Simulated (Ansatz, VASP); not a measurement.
# Cross-check of GaSb between VASP and Ansatz, part 2 of 2

One calculation is typed for both programs; each brings its own data sets. How far apart do they land? The cell is taken from a series of runs on this material, whose earlier steps may have relaxed, scaled, displaced or heated it; both programs get it as it stands.

VASP 6.6.1 and Ansatz 0.2.0.

So far: Starting point; VASP: zone-centre phonons, PBEsol.

## Step 2: VASP: zone-centre phonons, PBEsol (continued)

Level of this step: PBEsol; plane waves and PAW (Ga_d, Sb) (VASP).

Numbers of over 12 decimals in the logs are rounded to 6 here.

OUTCAR, selected parts (step 2):

```text
ion  position               nearest neighbor table
   1  0.000  0.000  0.000-   2 2.57   2 2.57   2 2.57   2 2.57
   2  0.750  0.750  0.750-   1 2.57   1 2.57   1 2.57   1 2.57

  LATTYP: Found a trigonal (rhomboedric) cell.
 ALAT       =     4.2027687982
 COS(alpha) =     0.4998507349

 Subroutine GETGRP returns: Found  6 space group operations
 (whereof  6 operations were pure point group operations)

The static configuration has the point symmetry C_3v.

   k-points           NKPTS =   1728   k-points in BZ     NKDIM =   1728   number of bands    NBANDS=     15

   dimension x,y,z NGX =    32 NGY =   32 NGZ =   32
   dimension x,y,z NGXF=    64 NGYF=   64 NGZF=   64

   ENCUT  =  500.0 eV  36.75 Ry    6.06 a.u.   7.66  7.66  7.66*2*pi/ulx,y,z

   NELECT =      18.0000    total number of electrons

 k-points in reciprocal lattice and weights: Points of the shifted mesh
   0.04166667  0.04166667  0.04166667       0.001
   0.04166667  0.04166667  0.12500000       0.001
   0.04166667  0.04166667  0.20833333       0.001
   0.04166667  0.04166667  0.29166667       0.001
   0.04166667  0.04166667  0.37500000       0.001
   0.04166667  0.04166667  0.45833333       0.001
   0.04166667  0.04166667  0.54166667       0.001
   0.04166667  0.04166667  0.62500000       0.001
   0.04166667  0.04166667  0.70833333       0.001
[...]
0.95833333  0.95833333  0.87500000       0.001
   0.95833333  0.95833333  0.95833333       0.001

 average (electrostatic) potential at core
       1 -64.7830       2 -86.6638

  Total        1.7624779      1.7624779      1.7624779      0.0004077      0.0004077      0.0004077
  in kB       53.7830646     53.7830646     53.7830646      0.0124416      0.0124416      0.0124416
  external PRESSURE =      53.7830646 kB  Pullay stress =       0.0000000 kB

  energy-cutoff  :      500.00
  volume of cell :       52.50
      direct lattice vectors                 reciprocal lattice vectors
    -0.000443571  2.971806300  2.971806300    -0.168210179  0.168235290  0.168235290
     2.971806300 -0.000443571  2.971806300     0.168235290 -0.168210179  0.168235290
     2.971806300  2.971806300 -0.000443571     0.168235290  0.168235290 -0.168210179

 POSITION                                       TOTAL-FORCE (eV/Angst)
 -----------------------------------------------------------------------------------
      0.00015      0.00015      0.00015        -0.000605     -0.000605     -0.000605
      4.45723      4.45723      4.45723         0.000605      0.000605      0.000605
 -----------------------------------------------------------------------------------
    total drift:                               -0.000011     -0.000011     -0.000011

 Eigenvectors and eigenvalues of the dynamical matrix
 ----------------------------------------------------

   1 f  =    7.367401 THz    46.290745 2PiTHz  245.750043 cm-1    30.469108 meV
             X         Y         Z           dx          dy          dz
      0.000149  0.000149  0.000149    -0.282637   -0.366932    0.649569
      4.457227  4.457227  4.457227     0.213608    0.277315   -0.490923

   2 f  =    7.367401 THz    46.290745 2PiTHz  245.750043 cm-1    30.469108 meV
             X         Y         Z           dx          dy          dz
      0.000149  0.000149  0.000149     0.586877   -0.538209   -0.048667
      4.457227  4.457227  4.457227    -0.443543    0.406761    0.036781

   3 f  =    7.366102 THz    46.282586 2PiTHz  245.706729 cm-1    30.463738 meV
             X         Y         Z           dx          dy          dz
      0.000149  0.000149  0.000149    -0.460610   -0.460610   -0.460610
      4.457227  4.457227  4.457227     0.348097    0.348097    0.348097

   4 f/i=    0.004612 THz     0.028976 2PiTHz    0.153831 cm-1     0.019073 meV
             X         Y         Z           dx          dy          dz
      0.000149  0.000149  0.000149     0.290285    0.199198   -0.489482
      4.457227  4.457227  4.457227     0.384092    0.263570   -0.647662

   5 f/i=    0.004612 THz     0.028976 2PiTHz    0.153831 cm-1     0.019073 meV
             X         Y         Z           dx          dy          dz
      0.000149  0.000149  0.000149    -0.397610    0.450199   -0.052589
      4.457227  4.457227  4.457227    -0.526100    0.595684   -0.069584

   6 f/i=    0.004784 THz     0.030061 2PiTHz    0.159591 cm-1     0.019787 meV
             X         Y         Z           dx          dy          dz
      0.000149  0.000149  0.000149     0.348097    0.348097    0.348097
      4.457227  4.457227  4.457227     0.460610    0.460610    0.460610

 ELASTIC MODULI CONTR FROM IONIC RELAXATION (kBar)
 Direction    XX          YY          ZZ          XY          YZ          ZX
 --------------------------------------------------------------------------------
 XX          -0.0003     -0.0003     -0.0003      0.1842      0.2247      0.1785
 YY          -0.0003     -0.0003     -0.0003      0.1785      0.1842      0.2247
 ZZ          -0.0003     -0.0003     -0.0003      0.2247      0.1785      0.1842
 XY           0.1842      0.1785      0.2247   -345.2952      1.2450      1.2450
 YZ           0.2247      0.1842      0.1785      1.2450   -345.2952      1.2450
 ZX           0.1785      0.2247      0.1842      1.2450      1.2450   -345.2952
 --------------------------------------------------------------------------------
```

## Step 3: Ansatz: zone-centre phonons, PBEsol

Ansatz runs on its PAW soft_1 files.

The same cell, functional, mesh and smearing now go to Ansatz, which takes its cutoff from its data sets.

input.yaml

```yaml
crystal:
  lattice:
    - [-0.0004435705, 2.9718063004, 2.9718063004]
    - [2.9718063004, -0.0004435705, 2.9718063004]
    - [2.9718063004, 2.9718063004, -0.0004435705]
  atoms:
    - { symbol: Ga, position: [2.51196e-05, 2.51196e-05, 2.51196e-05] }
    - { symbol: Sb, position: [0.7499748804, 0.7499748804, 0.7499748804] }
kpoints:
  mp_grid: { grid: [12, 12, 12], shift: [0.5, 0.5, 0.5] }
hamiltonian:
  xc: pbesol
  pseudopotentials: { kind: paw, azcp: { folder: soft_1 }, xc_functional: pbe }
scf:
  occupations: { method: gaussian, width: 0.015 }
output:
  eigenvalues: true
phonons:
  method: dfpt
```

On the command line:

```
$ ansatz run input.yaml --threads 4 --pin off --max-ram 10240MiB --backend cpu --events-out ev --progress --plain --runs-dir out
```

Log:

```text
Engine: ansatz 0.2.0, x86_64-unknown-linux-gnu
Pseudopotentials: kind: paw
Pseudopotential: Ga, paw, valence charge 13, recommended cutoff 420 eV (normal), soft_1/Ga.paw.azcp
Pseudopotential: Sb, paw, valence charge 15, recommended cutoff 420 eV (normal), soft_1/Sb.paw.azcp
Functional definition: PBEsol
  exchange = pbesol_x
  correlation = pbesol_c
Crystal: 2 atoms, lattice volume = 52.504 Å³
Basis set: ecut = 420 eV, 965 PW (Γ), exchange–correlation on 60×60×60 points (8 copies of the dense FFT grid, shifted against one another)
Bands: 18, of which v1, the nominal top of the filled ones, is band 14 counted from 1 (13 counted from 0)
Symmetry: 6 space group operations
k-points: 468 of 1728 (irreducible under 2 space group operations, time reversal used)
Non-local potential: Ga, projectors of the file, l = 0: 2, l = 1: 2, l = 2: 3, l = 3: 1
Non-local potential: Sb, projectors of the file, l = 0: 2, l = 1: 2, l = 2: 2, l = 3: 1
PAW form: soft (Blöchl's): semilocal exchange-correlation on the pseudo side does not see the compensation charge
PAW frozen core: Ga, regenerated for the run's functional, and the local potential with it (the file was generated under x = pbe(κ = 0.804, μ = 0.219515), c = pbe(β = 0.066725))
PAW frozen core: Sb, regenerated for the run's functional, and the local potential with it (the file was generated under x = pbe(κ = 0.804, μ = 0.219515), c = pbe(β = 0.066725))
PAW one-centre angular grid: Ga, 590 points (default); XC on 64 Gauss nodes
PAW one-centre angular grid: Sb, 590 points (default); XC on 64 Gauss nodes
Initial density: superposition of atomic densities (chi_scale 0.1, normalization cell, long waves kept (reshape's long-wave potential 0.00 eV rms))
Initial wavefunctions: pseudopotential atomic-orbital guess
Functional: x = pbesol(κ = 0.804, μ = 0.123457), c = pbesol(β = 0.046)
SCF iter   1: F=—  HF=-10151.633219 eV  |F-HF|=—  |Δ(HF+E_count)|=         —  Δρ=3.39e-2  dr2=4.39e-1  ethr=3.10e-3  ⟨swp⟩=6.1  Hψ=46958  notcnv=0
preconditioner: auto → none  [insulator: Δε(μ)=0.597 eV  Ē_g=15.096 eV  σ=0.015 eV  W_gap=1.00  n_scr=14 (ndim 8)  ℏωp=21.7 eV  f_vac=0.001  D(μ)=0.00/eV (n_scr^D=0)  ε∞_Penn≈3.1]
SCF iter   2: F=—  HF=-10151.553832 eV  |F-HF|=—  |Δ(HF+E_count)|=   7.94e-2  Δρ=1.55e-2  dr2=7.35e-2  ethr=1.57e-3  ⟨swp⟩=2.0  Hψ=14044  notcnv=0
SCF iter   3: F=—  HF=-10151.552982 eV  |F-HF|=—  |Δ(HF+E_count)|=   8.50e-4  Δρ=4.78e-3  dr2=1.02e-2  ethr=2.63e-4  ⟨swp⟩=2.0  Hψ=14509  notcnv=0
SCF iter   4: F=—  HF=-10151.548549 eV  |F-HF|=—  |Δ(HF+E_count)|=   4.43e-3  Δρ=8.97e-4  dr2=2.58e-4  ethr=3.64e-5  ⟨swp⟩=3.0  Hψ=16341  notcnv=0
SCF iter   5: F=—  HF=-10151.548471 eV  |F-HF|=—  |Δ(HF+E_count)|=   7.79e-5  Δρ=3.87e-4  dr2=2.62e-5  ethr=9.21e-7  ⟨swp⟩=2.0  Hψ=14502  notcnv=0
SCF iter   6: F=—  HF=-10151.548477 eV  |F-HF|=—  |Δ(HF+E_count)|=   6.37e-6  Δρ=2.88e-5  dr2=3.99e-7  ethr=9.36e-8  ⟨swp⟩=2.0  Hψ=14525  notcnv=0
SCF iter   7: F=—  HF=-10151.548477 eV  |F-HF|=—  |Δ(HF+E_count)|=   4.61e-7  Δρ=6.86e-6  dr2=1.98e-8  ethr=1.42e-9  ⟨swp⟩=2.0  Hψ=14976  notcnv=0
SCF iter   8: F=—  HF=-10151.548477 eV  |F-HF|=—  |Δ(HF+E_count)|=   1.44e-8  Δρ=1.31e-6  dr2=7.94e-10  ethr=7.08e-11  ⟨swp⟩=2.0  Hψ=10361  notcnv=0
SCF iter   9: F=—  HF=-10151.548477 eV  |F-HF|=—  |Δ(HF+E_count)|=  5.55e-10  Δρ=1.83e-7  dr2=1.55e-11  ethr=2.84e-12  ⟨swp⟩=2.0  Hψ=14976  notcnv=0
SCF iter  10: F=-10151.548477 eV  HF=-10151.548477 eV  |F-HF|=0.00e0  |Δ(HF+E_count)|=  7.28e-12  Δρ=1.36e-8  dr2=8.48e-14  ethr=1.00e-12  ⟨swp⟩=6.0  Hψ=37940  notcnv=0
SCF 1 converged in 10 iterations: F = -10151.548477 eV  dr2 = 8.48e-14
  greatest PAW one-centre occupation: 0.996 electrons in one spin orbital (limit 2), on the Sb atom at site 1 (counted from 0), in its partial waves of l = 2
DFPT response loops at Γ: preconditioner auto → none (the input reference at scf.mixing.eps_inf says where Resta's filter doesn't serve); β = 0.50; Broyden in place of MSR1
SCF converged after 10 iterations
Free energy (F): -10151.548477 eV
Harris-Foulkes:  -10151.548477 eV  (|F-HF|=0.00e0)
Internal energy: -10151.548477 eV  (E = F + TS)
E sigma→0 (E₀):  -10151.548477 eV
Fermi energy:    9.118173 eV
--- Per-component energies (eV) ---
  E_band       = -233.961713
  E_kinetic    = 278.213050
  E_local      = -3265.303594  (includes V_loc(G=0)·N_el)
  E_nonlocal   = 300.510568
  E_hartree    = 1683.761080
  E_xc         = -161.476218
  E_vxc        = -147.537093  (∫ρ·V_xc dr)
  E_paw        = -6421.548150  (= ΣΔE_a)
  E_vpaw       = -767.366731  (= ΣTr[D̂ρ^β])
  E_aug_tail   = -0.000072  (compensation charges beyond the density's cutoff)
  E_ewald      = -2566.899975
  E_core_change = 1.194834  (= ΣΔE_core)
  E_smearing   = -0.000000  (= −TS)
  E_closure    = -0.000000  (closes the sum)
  Σ components = -10151.548477   (vs F -10151.548477, Δ=0.00e0)
--- Band table (eV; the first three rows and the last of 468) ---
  k-point 0: bands = [... 10 lower, -3.2568, 8.3883, 8.8234, 8.8234, 9.8236, 11.6567, 11.6567, 11.6768]
  k-point 1: bands = [... 10 lower, -3.1509, 7.3091, 8.4064, 8.7590, 10.3106, 11.7566, 11.8283, 12.3316]
  k-point 2: bands = [... 10 lower, -2.8916, 5.8325, 8.0076, 8.4723, 10.2422, 12.1215, 12.3603, 13.3644]
  k-point 467: bands = [... 10 lower, -1.4074, 2.0411, 7.3642, 7.5205, 9.6125, 12.5190, 12.6709, 15.2532]
--- Phonons (Γ-DFPT): 2 representative perturbations + reference, on 468 of 1728 k-points (Σ response iterations 6) ---
  k mesh reduced under 2 symmetry operations, with k and −k counted as one. Each operation leaves every solved perturbation unchanged. A smaller set is not used because it would not reduce the number of displacements times k-points to solve
  ASR residual: 1.953e-5 → 0.000e0 eV/Å²; symmetrization residual: 5.415e-6 eV/Å²
  ASR residual per site (eV/Å²): 1.95e-5 1.71e-5
  Γ frequencies (cm⁻¹): 0.00 0.00 0.00 244.15 244.19 244.19
  non-analytic LO–TO correction: not included (Born effective charges unavailable; polar crystals: no LO–TO splitting at Γ)
```

## Step 4: Differences

Known differences besides the potentials themselves: the data sets hold 28 valence electrons in Ansatz (on its PAW soft_1 files) and 18 in VASP; the cutoff is 420 eV in Ansatz and 500 eV in VASP; Ansatz makes its cores anew for this functional, VASP keeps those of its PBE data sets. Total energies have different zeros and are not compared.

Both answers:

```csv
quantity,Ansatz,VASP,difference
optical mode 1 to 3 (cm⁻¹),244.2,245.7,-0.63 %
```

Modes are paired by rising frequency, not by their patterns, so a pair may set unlike modes beside each other; they are those without the splitting of longitudinal modes.

## Step 5: Results

```json
{
  "r.m.s. difference of the optical zone-centre modes, each program's sorted by frequency (zone-centre phonons, PBEsol)": "1.6 cm⁻¹",
  "difference in optical mode 1 to 3 (zone-centre phonons, PBEsol)": "-0.6 %"
}
```

In words: The r.m.s. difference of the optical zone-centre modes, each program's sorted by frequency is 1.6 cm⁻¹ (zone-centre phonons, PBEsol). The data sets hold unlike numbers of valence electrons (28 in Ansatz and 18 in VASP), so part of the differences comes from the potentials. Among the rows given in per cent, the largest difference of the zone-centre phonons, PBEsol pair is in optical mode 1 to 3, -0.6 %. How closely two codes agree says nothing of how well the functional describes the real material.

[Lines on the potential files, build, host, timing and source positions are cut from VASP's logs without a mark.]

[Logs are printed without paths, hosts, clocks, repeated set-up lines and the standing remarks that a program may print on its own settings, such as how far it seeks lower states.]

[Hosts, paths, dates, database ids (printed as entryN), source tags and the programs' standing remarks are cut or masked in the printed files.]
